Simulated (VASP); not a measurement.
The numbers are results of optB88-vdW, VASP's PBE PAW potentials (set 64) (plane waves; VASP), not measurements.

VASP ran on this input.

KPOINTS:
```
Automatic mesh
0
Gamma
10 10 10
0 0 0
```

INCAR:
```
! general
SYSTEM    =  BP
PREC      =  Accurate
ENCUT     =  520   ! plane-wave cut-off (eV)
LREAL     =  F   ! projection in real space or not
LASPH     =  T   ! aspherical one-centre terms

! electronic loop
EDIFF     =  1E-7
NELM      =  100   ! most electronic steps
ALGO      =  Normal   ! blocked Davidson

! smearing
ISMEAR    =  0   ! Gaussian
SIGMA     =  0.05   ! width (eV)

! functional
GGA       =  BO
LUSE_VDW  =  T
AGGAC     =  0.0
PARAM1    =  0.1833333333
PARAM2    =  0.22

! ions
ISIF      =  2

! output
LWAVE     =  F
LCHARG    =  F
```

POSCAR:
```
BP
1.0
  0.0000000000   2.2532390872   2.2532390872
  2.2532390872   0.0000000000   2.2532390872
  2.2532390872   2.2532390872   0.0000000000
B P
1 1
Cartesian
  0.0000000000   0.0000000000   0.0000000000
  1.1266195436   1.1266195436   1.1266195436
```

POTCAR, in this order: B P (PBE.64 set). Program: vasp_std.

Output of the run:

### OSZICAR
```
       N       E                     dE             d eps       ncg     rms          rms(c)
DAV:   1     0.134808967227E+02    0.13481E+02   -0.42469E+03   752   0.914E+02
DAV:   2    -0.112897280498E+02   -0.24771E+02   -0.23495E+02  1224   0.111E+02
DAV:   3    -0.115586861309E+02   -0.26896E+00   -0.26896E+00   880   0.158E+01
DAV:   4    -0.115594275026E+02   -0.74137E-03   -0.74137E-03  1232   0.841E-01
DAV:   5    -0.115594278665E+02   -0.36390E-06   -0.36390E-06   880   0.135E-02    0.658E+00
DAV:   6    -0.109267804747E+02    0.63265E+00   -0.17281E+00   840   0.736E+00    0.355E+00
DAV:   7    -0.108275554848E+02    0.99225E-01   -0.29791E-01  1144   0.335E+00    0.133E+00
DAV:   8    -0.108203744375E+02    0.71810E-02   -0.39791E-02   968   0.136E+00    0.302E-01
DAV:   9    -0.108205253657E+02   -0.15093E-03   -0.31069E-04   992   0.186E-01    0.258E-01
DAV:  10    -0.108206956433E+02   -0.17028E-03   -0.34599E-04   848   0.159E-01    0.393E-02
DAV:  11    -0.108207163832E+02   -0.20740E-04   -0.29103E-05  1008   0.514E-02    0.706E-02
DAV:  12    -0.108207160622E+02    0.32104E-06   -0.85560E-06   888   0.180E-02    0.344E-02
DAV:  13    -0.108207162335E+02   -0.17127E-06   -0.28036E-07   824   0.470E-03    0.182E-02
DAV:  14    -0.108207163623E+02   -0.12878E-06   -0.16391E-07   416   0.272E-03    0.392E-03
DAV:  15    -0.108207163965E+02   -0.34241E-07   -0.10586E-08   376   0.949E-04
   1 F= -.10820716E+02 E0= -.10820716E+02  d E =-.177677E-15
```

OUTCAR:
```
------------------------ aborting loop because EDIFF is reached ----------------------------------------
  FORCE on cell =-STRESS in cart. coord.  units (eV):
  Direction    XX          YY          ZZ          XY          YZ          ZX
  --------------------------------------------------------------------------------------
  Total        0.7392751      0.7392751      0.7392751      0.0000000     -0.0000000      0.0000000
  in kB       51.7684080     51.7684080     51.7684080      0.0000000     -0.0000000      0.0000000
  external PRESSURE =      51.7684080 kB  Pullay stress =       0.0000000 kB
  volume of cell :       22.88
      direct lattice vectors                 reciprocal lattice vectors
     0.000000000  2.253239087  2.253239087    -0.221902772  0.221902772  0.221902772
     2.253239087  0.000000000  2.253239087     0.221902772 -0.221902772  0.221902772
     2.253239087  2.253239087  0.000000000     0.221902772  0.221902772 -0.221902772
  FREE ENERGIE OF THE ION-ELECTRON SYSTEM (eV)
  ---------------------------------------------------
  free  energy   TOTEN  =       -10.8207163965 eV

  energy  without entropy=      -10.8207163965  energy(sigma->0) =      -10.82071640
```
(Selected blocks of OUTCAR.)

The compound is BP in the zinc blende structure. This cell is one point of a volume scan, at 0.97 of the reference volume.
